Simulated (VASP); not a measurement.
Consider the following.

```yaml
crystal:
  lattice:
    - [2.86177, 0.00000, 0.00000]
    - [0.00000, 2.86177, 0.00000]
    - [0.00000, 0.00000, 2.86177]
  atoms:
    - { symbol: Al, position: [0.50000, 0.50000, 0.50000] }
    - { symbol: Ni, position: [0.00000, 0.00000, 0.00000] }
```

The numbers are results of r2SCAN meta-GGA, VASP's PBE PAW potentials (set 64) (plane waves; VASP 6.6.1), not measurements. Settings: 480 eV cut-off, 12×12×12 Γ-centred mesh, first-order Methfessel-Paxton smearing of 0.10 eV, potentials Al Ni.

Stress in GPa, positive for a compressed cell; the cube axes lie along x, y and z, and the ions stay on their sites.

| strain | σxx | σyy | σzz |
|---|---|---|---|
| none | 0.13 | 0.13 | 0.13 |
| εxx = +0.5 %, εyy = +0.5 % | -1.73 | -1.73 | -1.43 |
| εxx = -1.5 %, εyy = -1.5 %, εzz = -1.5 % | 8.90 | 8.90 | 8.90 |
| εxx = +1.5 %, εzz = +1.5 % | -5.05 | -4.40 | -5.05 |
| εxx = -0.5 %, εyy = -0.5 %, εzz = -0.5 % | 2.84 | 2.84 | 2.84 |
| εxx = +1.0 %, εyy = +1.0 % | -3.44 | -3.44 | -2.94 |

Task: Fit C11 and C12 to these rows, and predict the stress for εzz = -1.5 %.

Result: Least squares on Δσ_i = −C11 ε_i − C12 (ε_j + ε_k) over all components shown gives C11 = 214 GPa and C12 = 168 GPa, and so σxx, σyy, σzz = 2.65, 2.65, 3.35 GPa. The run gave 2.63, 2.63, 3.34 GPa; the difference holds the non-linear terms and numerical noise.

Left out are shears, moved atoms, failed runs and, from the fit, strains over 2.5 %.

The compound is NiAl in the CsCl type structure. The run is not spin-polarised, so no magnetic state was tried. The electron count is odd and the run is not spin-polarised, which forces a metal.
